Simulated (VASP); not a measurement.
Level of theory: r2SCAN+rVV10, VASP's PBE PAW potentials (set 64) (plane waves; VASP 6.6.1).

The input files of a VASP run:

File POSCAR:
```
CdS
1
    2.0976124864    -3.6331712259     0.0000000000
    2.0976124864     3.6331712259     0.0000000000
    0.0000000000     0.0000000000     6.8132516090
Cd S
2 2
Direct
  0.6666670000   0.3333330000   0.4999836713
  0.3333330000   0.6666670000   0.9999836713
  0.6666670000   0.3333330000   0.8770163287
  0.3333330000   0.6666670000   0.3770163287
```

File KPOINTS:
```
kpoints
0
Gamma
  6 6 4
0 0 0
```

### INCAR
```
# general
SYSTEM   = CdS
PREC     = Accurate
ENCUT    = 520
LREAL    = F
LASPH    = T

# electronic loop
EDIFF    = 1E-7
NELM     = 100
ALGO     = Normal
LMAXMIX  = 4
LMIXTAU  = T

# smearing
ISMEAR   = 0
SIGMA    = 0.05

# functional
METAGGA  = R2SCAN
LUSE_VDW = T
BPARAM   = 11.95
CPARAM   = 0.0093

# ions
IBRION   = 2
NSW      = 30
ISIF     = 4
EDIFFG   = -0.01

# output
LWAVE    = F
LCHARG   = F
```

POTCAR, in this order: Cd S (PBE.64 set). Program: vasp_std.

The run wrote:

**OSZICAR**
```
       N       E                     dE             d eps       ncg     rms          rms(c)
DAV:   1     0.197610975554E+03    0.19761E+03   -0.18056E+04   924   0.153E+03
DAV:   2    -0.537732493620E+02   -0.25138E+03   -0.24599E+03  1014   0.363E+02
DAV:   3    -0.684552226284E+02   -0.14682E+02   -0.14627E+02  1134   0.874E+01
DAV:   4    -0.686187170997E+02   -0.16349E+00   -0.16343E+00  1058   0.934E+00
DAV:   5    -0.686212801678E+02   -0.25631E-02   -0.25628E-02  1152   0.114E+00    0.104E+01
DAV:   6    -0.615744449081E+02    0.70468E+01   -0.74350E+00  1062   0.379E+01    0.116E+01
DAV:   7    -0.593477045704E+02    0.22267E+01   -0.84259E-01   954   0.957E+00    0.857E+00
DAV:   8    -0.604254824822E+02   -0.10778E+01   -0.67272E-01   936   0.870E+00    0.108E+00
DAV:   9    -0.572838314493E+02    0.31417E+01   -0.13456E+00   942   0.841E+00    0.109E+00
DAV:  10    -0.576950839358E+02   -0.41125E+00   -0.14278E-01   954   0.302E+00    0.842E-01
DAV:  11    -0.576900925439E+02    0.49914E-02   -0.39220E-03  1134   0.574E-01    0.900E-01
DAV:  12    -0.579095030362E+02   -0.21941E+00   -0.47299E-02   960   0.147E+00    0.424E-01
DAV:  13    -0.582299189487E+02   -0.32042E+00   -0.26559E-01   996   0.337E+00    0.398E-01
DAV:  14    -0.582131001508E+02    0.16819E-01   -0.17166E-02  1038   0.105E+00    0.235E-01
DAV:  15    -0.582172275013E+02   -0.41274E-02   -0.54805E-03   942   0.658E-01    0.726E-02
DAV:  16    -0.582285511232E+02   -0.11324E-01   -0.68111E-03   924   0.603E-01    0.115E-01
DAV:  17    -0.582282074646E+02    0.34366E-03   -0.37725E-04  1074   0.148E-01    0.968E-02
DAV:  18    -0.582286911964E+02   -0.48373E-03   -0.39386E-04   936   0.125E-01    0.247E-02
DAV:  19    -0.582288391234E+02   -0.14793E-03   -0.13828E-04   936   0.110E-01    0.120E-02
DAV:  20    -0.582288418238E+02   -0.27004E-05   -0.21095E-06  1128   0.123E-02    0.123E-02
DAV:  21    -0.582288417823E+02    0.41488E-07   -0.19754E-08   636   0.123E-03
   1 F= -.58228842E+02 E0= -.58228842E+02  d E =-.582288E+02
```

OUTCAR:
```
------------------------ aborting loop because EDIFF is reached ----------------------------------------
  FORCE on cell =-STRESS in cart. coord.  units (eV):
  Direction    XX          YY          ZZ          XY          YZ          ZX
  --------------------------------------------------------------------------------------
  Total       -1.1467937     -1.1467936     -1.1291519      0.0000000      0.0000000      0.0000000
  in kB      -17.6929540    -17.6929523    -17.4207723      0.0000000      0.0000000      0.0000000
  external PRESSURE =     -17.6022262 kB  Pullay stress =       0.0000000 kB
  volume of cell :      103.85
      direct lattice vectors                 reciprocal lattice vectors
     2.097612486 -3.633171226  0.000000000     0.238366239 -0.137620819  0.000000000
     2.097612486  3.633171226  0.000000000     0.238366239  0.137620819  0.000000000
     0.000000000  0.000000000  6.813251609     0.000000000  0.000000000  0.146772798
  FREE ENERGIE OF THE ION-ELECTRON SYSTEM (eV)
  ---------------------------------------------------
  free  energy   TOTEN  =       -58.2288417823 eV

  energy  without entropy=      -58.2288417823  energy(sigma->0) =      -58.22884178

 reached required accuracy - stopping structural energy minimisation
```
(Selected blocks of OUTCAR.)

The compound is CdS in the wurtzite structure. This cell is one point of a volume scan, at 1.03 of the reference volume.
